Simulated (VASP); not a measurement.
Crystal: Si2P.

```xyz
3
Lattice="0.0000 2.8575 2.8575 2.8575 0.0000 2.8575 2.8575 2.8575 0.0000" Properties=species:S:1:pos:R:3 pbc="T T T"
Si    4.2862    4.2862    4.2862
Si    2.8575    2.8575    2.8575
P     0.0000    0.0000    0.0000
```

The cell was built by a generator and needn't be a form met in nature.

```yaml
Program: VASP 6.6.1
Task: relaxation of cell and atoms
Functional: PBE
Potentials_or_basis: VASP PAW PBE potentials, release 64 (Si, P)
Cutoff: 520 eV
k_mesh: 6 × 6 × 6
Occupations: gaussian, width 0.15 eV
Spin: no spin polarisation
```

At the start: pressure 5.8 GPa; volume 15.55 Å³/atom.

Task: Where does the relaxation end?

Result: Over 3 steps the energy falls by 17.0 meV/atom and the volume is 16.55 Å³/atom (+6.4 %); space group F-43m (No. 216, to 0.05 Å).

Step by step:
| step | energy change (eV) | largest force (eV/Å) | pressure (GPa) | volume (Å³) |
| --- | --- | --- | --- | --- |
| 1 | 0.0000 | 0.0000 | 5.75 | 46.66 |
| 2 | -0.0470 | 0.0000 | -1.41 | 50.54 |
| 3 | -0.0511 | 0.0000 | -0.04 | 49.64 |

Final structure:
```
Si P
1.0
     0.00000    2.91701    2.91701
     2.91701    0.00000    2.91701
     2.91701    2.91701    0.00000
Si P
2 1
Cartesian
  4.3755 4.3755 4.3755
  2.9170 2.9170 2.9170
  0.0000 0.0000 0.0000
```
